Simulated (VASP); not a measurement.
Data:

```yaml
crystal:
  lattice:
    - [-2.94774, 2.94774, 1.60522]
    - [2.94774, -2.94774, 1.60522]
    - [2.94774, 2.94774, -1.60522]
  atoms:
    - { symbol: Sn, position: [0.25000, 0.75000, 0.50000] }
    - { symbol: Sn, position: [0.00000, 0.00000, 0.00000] }
```

All values below come from rev-vdW-DF2, VASP's PBE PAW potentials (set 64) (plane waves; VASP). Run with 520 eV cut-off, Gaussian smearing of 0.050 eV, potentials Sn_d.

### Question
Give the energies of bands 11 to 17 at the high-symmetry points, in eV from the Fermi level.

### Answer

| band | Γ | X | M | Z | P | N |
|---|---|---|---|---|---|---|
| 11 | -10.94 | -8.76 | -7.52 | -6.53 | -5.99 | -6.91 |
| 12 | -3.81 | -8.76 | -7.52 | -5.59 | -5.99 | -5.32 |
| 13 | -1.89 | 0.60 | -4.60 | -2.89 | -3.37 | -2.35 |
| 14 | -1.89 | 0.60 | -4.60 | -2.78 | -3.37 | -1.63 |
| 15 | 3.16 | 1.53 | 4.95 | -2.78 | 3.47 | -1.08 |
| 16 | 6.03 | 1.53 | 4.95 | 2.88 | 3.47 | 2.37 |
| 17 | 6.03 | 5.87 | 9.02 | 5.52 | 3.79 | 2.76 |

It has no gap at this level: it comes out as a metal or semimetal.

The compound is Sn in the beta structure. It was relaxed first.
